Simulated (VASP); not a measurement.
Here is the system:

```xyz
95
Lattice="10.1254 0.0000 0.0000 0.0000 10.1254 0.0000 0.0000 0.0000 10.1254" Properties=species:S:1:pos:R:3 pbc="T T T"
Hf     5.0722     0.0268     0.0163
Hf     7.5591     2.5780    10.0947
Hf     7.6141     0.0036     2.5223
Hf     0.0089    10.1012     0.0209
Hf     2.4876     2.5581     0.0145
Hf     5.0310     5.0318    10.0631
Hf     7.5457     7.5997     0.0080
Hf     2.5023     0.0316     2.5560
Hf     5.0694     2.5425     2.5389
Hf     7.5568     5.0880     2.5926
Hf     5.1175    10.0472     5.0954
Hf     7.5400     2.5649     5.0614
Hf     7.6191     0.0556     7.6132
Hf    10.0942     5.1141     0.0977
Hf     2.5500     7.6096     0.0191
Hf    10.1020     2.5468     2.5279
Hf     2.5907     5.0572     2.5470
Hf     5.0882     7.5360     2.5779
Hf    10.0984    10.1070     5.0349
Hf     2.6090     2.5777     5.0561
Hf     7.4986     7.5154     5.1286
Hf     2.5040     0.0665     7.6327
Hf     5.0704     2.5985     7.5235
Hf     7.5966     5.0777     7.5695
Hf    10.1041     7.6052     2.5902
Hf     0.0117     5.0498     5.0718
Hf     2.5535     7.5421     5.0150
Hf    10.1232     2.5849     7.6193
Hf     2.6170     5.1167     7.4977
Hf     5.0242     7.5726     7.5441
Hf     0.0247     7.6019     7.5901
O      6.3004     1.3594     1.0708
O      8.9592     3.9111     3.6368
O      8.8932     3.7281     1.0836
O      1.1336     6.2612     3.5833
O      8.9038     1.3441     4.0081
O      1.3273     3.8610     6.5051
O      1.1980     1.3306     1.0359
O      3.7167     3.6565     3.5044
O      3.8274     3.7293     1.0472
O      6.2988     6.2598     3.7610
O      6.3459     6.3807     1.2581
O      8.8416     8.9137     3.5356
O      8.8918     8.8378     1.0283
O      1.2884     1.2409     3.5434
O      3.8497     1.2399     4.0473
O      6.5454     3.6720     6.5243
O      6.4904     3.5660     3.7084
O      8.9382     6.2646     6.5195
O      8.7805     6.3949     4.0244
O      1.2610     8.8908     6.5923
O      6.2969     1.2460     6.1196
O      8.7988     3.8417     8.6842
O      8.9768     3.7636     6.1557
O      1.2499     6.3086     8.6417
O      8.9114     1.3132     9.1140
O      1.2704     3.8591     1.4973
O      1.2740     6.4154     1.0701
O      3.7911     8.8756     3.6223
O      3.8053     8.8209     1.0809
O      6.3355     1.0487     3.6280
O      1.3042     3.7661     4.0096
O      3.7544     6.3749     6.3321
O      3.6372     6.3754     3.6769
O      6.3084     8.8786     6.5240
O      6.3017     8.6968     4.0077
O      8.8220     1.2455     6.5898
O      1.2184     1.3190     6.1020
O      3.7733     3.8852     8.6879
O      3.8431     3.7547     6.2189
O      6.3141     6.3059     8.8869
O      6.4171     6.3704     6.4011
O      8.8414     8.8996     8.6371
O      8.8419     8.8308     6.0687
O      1.2852     1.2543     8.6574
O      3.8071     1.3532     9.1055
O      6.3345     3.9120     1.3029
O      6.2763     3.7745     8.9494
O      8.8851     6.3088     1.4982
O      8.8242     6.3892     9.0773
O      1.2624     8.9158     1.5267
O      1.2379     8.8278     4.0444
O      3.7989     1.2077     6.5407
O      1.2804     6.3750     6.1087
O      3.7814     8.9241     8.6777
O      3.7732     8.8209     6.1384
O      6.3661     1.2546     8.6647
O      1.2110     3.7507     9.0970
O      3.8238     6.2649     1.1952
O      3.7907     6.3779     8.8403
O      6.3493     8.9346     1.4784
O      6.3174     8.8388     9.0746
O      8.8083     1.2342     1.4998
O      1.2298     8.8637     9.1308
O      3.7335     1.2112     1.5236
```
Cell charge -2.

Level of theory: PBE GGA, VASP's PBE PAW potentials (set 64) (plane waves; VASP). Run with PREC = Normal, LREAL = Auto, ISYM = 0, NELECT = 510.0, EDIFF = 1E-5, 400 eV cut-off, 1×1×1 Γ-centred mesh, Gaussian smearing of 0.050 eV, potentials Hf O.

The cell is charged, with a uniform compensating background. The supercell is sampled at Γ alone, which is coarse: total energies, pressure and levels can be off, energies of defects by several tenths of an eV.

Problem. The ions are relaxed. Which structure does the run end with?

Solution. 
```xyz
95
Lattice="10.1254 0.0000 0.0000 0.0000 10.1254 0.0000 0.0000 0.0000 10.1254" Properties=species:S:1:pos:R:3 pbc="T T T"
Hf     5.0632     0.0002     0.0001
Hf     7.6018     2.5227    10.1066
Hf     7.5856     0.0149     2.5604
Hf     0.0002     0.0007     0.0003
Hf     2.5233     2.5203     0.0145
Hf     5.0619     5.0626     0.0004
Hf     7.6016     7.6023     0.0199
Hf     2.5400    10.1168     2.5622
Hf     5.0533     2.5795     2.5453
Hf     7.5386     5.0699     2.5497
Hf     5.0622     0.0004     5.0625
Hf     7.5228     2.6039     5.0315
Hf     7.5853    10.1125     7.5639
Hf    10.1251     5.0631     0.0004
Hf     2.5221     7.6064    10.1127
Hf    10.1112     2.5433     2.5537
Hf     2.5844     5.0535     2.5510
Hf     5.0720     7.5466     2.5462
Hf    10.1253     0.0003     5.0626
Hf     2.6052     2.6095     5.0990
Hf     7.5220     7.5225     5.0933
Hf     2.5389     0.0122     7.5623
Hf     5.0727     2.5798     7.5798
Hf     7.5380     5.0579     7.5772
Hf     0.0115     7.5844     2.5556
Hf     0.0003     5.0627     5.0631
Hf     2.6051     7.5202     5.0288
Hf     0.0119     2.5426     7.5700
Hf     2.5837     5.0754     7.5779
Hf     5.0537     7.5483     7.5823
Hf    10.1105     7.5838     7.5714
O      6.3561     1.3341     1.0598
O      8.9198     3.9186     3.5890
O      8.8132     3.7445     1.0578
O      1.2093     6.2110     3.5898
O      8.7937     1.3431     4.0253
O      1.2112     3.9149     6.5366
O      1.2837     1.3166     1.0551
O      3.7148     3.7189     3.6028
O      3.7525     3.7385     1.1076
O      6.4147     6.4087     3.6000
O      6.3664     6.3876     1.1066
O      8.9798     8.9906     3.5506
O      8.8420     8.8131     1.0562
O      1.1363     1.1330     3.5466
O      3.7108     1.2559     4.0157
O      6.4154     3.7193     6.5259
O      6.4097     3.7037     3.7884
O      8.9211     6.2069     6.5374
O      8.8887     6.4304     4.0199
O      1.1379     8.9928     6.5774
O      6.4068     1.2589     6.1108
O      8.9355     3.8783     8.6390
O      8.8903     3.6948     6.1060
O      1.1855     6.2489     8.6416
O      8.8451     1.3168     9.0697
O      1.1842     3.8814     1.4857
O      1.3048     6.3871     1.0586
O      3.9028     8.9265     3.5905
O      3.7711     8.7947     1.0600
O      6.2163     1.1958     3.5899
O      1.2415     3.6979     4.0168
O      3.7150     6.4097     6.5255
O      3.7203     6.4185     3.7894
O      6.2160     8.9319     6.5361
O      6.4066     8.8689     4.0159
O      8.9812     1.1353     6.5757
O      1.3275     1.3440     6.0950
O      3.8824     3.8985     8.7416
O      3.7212     3.7107     6.3384
O      6.2381     6.2289     8.7423
O      6.4106     6.4247     6.3396
O      8.9116     8.9307     8.6423
O      8.7944     8.7823     6.1004
O      1.2183     1.1998     8.6401
O      3.7740     1.3350     9.0662
O      6.2377     3.8984     1.3849
O      6.3676     3.7398     9.0202
O      8.9332     6.2507     1.4865
O      8.8141     6.3844     9.0676
O      1.2150     8.9310     1.4857
O      1.3265     8.7817     4.0294
O      3.9030     1.2022     6.5353
O      1.2430     6.4274     6.1100
O      3.8575     8.9535     8.6444
O      3.7114     8.8727     6.1104
O      6.2730     1.1774     8.6451
O      1.3070     3.7432     9.0683
O      3.8813     6.2297     1.3854
O      3.7534     6.3901     9.0204
O      6.2700     8.9507     1.4817
O      6.3573     8.7933     9.0666
O      8.9102     1.1987     1.4831
O      1.2855     8.8135     9.0701
O      3.8561     1.1760     1.4804
```
Cell charge -2.

Problem. How much energy does the relaxation gain?

Solution. The energy (σ→0) changes by -16.6 meV/atom, in 77 ionic steps.

The cell is a supercell with a defect, built from HfO2 (fluorite, the high-temperature cubic form, which is unstable at 0 K; the monoclinic form is the stable one): vac_Hf, charge -2. The run is not spin-polarised, so no state with unpaired spins was tried.
